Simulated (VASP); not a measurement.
Consider the following.

```
TaSe2
1.0
    3.42231     0.00000     0.00000
   -1.71116     2.96381     0.00000
    0.00000     0.00000    13.02413
Ta Se
2 4
Cartesian
  0.00000   1.97587   3.25603
  1.71116   0.98794   9.76810
  0.00000   1.97587  11.43734
  1.71116   0.98794   1.58679
  1.71116   0.98794   4.92527
  0.00000   1.97587   8.09886
```

Method: PBEsol GGA, VASP's PBE PAW potentials (set 64) (plane waves; VASP 6.6.1). Settings: 400 eV cut-off, 12×12×3 Γ-centred mesh, tetrahedra with Blöchl corrections, potentials Ta_pv Se.

Without a dispersion term in the relaxation, distances and binding between the weakly bound layers, chains or molecules are unreliable, and so is what depends on them.  Unless said otherwise, spin-orbit coupling is left out, though it shifts the bands of the heavy elements here.

**Question.** Predict the energy per atom (σ→0), band gap (on the k-mesh) with the smallest direct gap where there is one.

**Answer.** 
| Property | Value |
|---|---|
| band gap (on the k-mesh) | none (metal, semimetal or under 0.01 eV) |
| energy per atom (σ→0) | -731.3 kJ/mol-atom |

The absolute energy has meaning only against runs of the same code, potentials and settings.

The structure comes from a computed database's TaSe2 entry (P6_3/mmc); how it stands against other phases isn't given here. It was relaxed first, which changed the volume by -6 %.
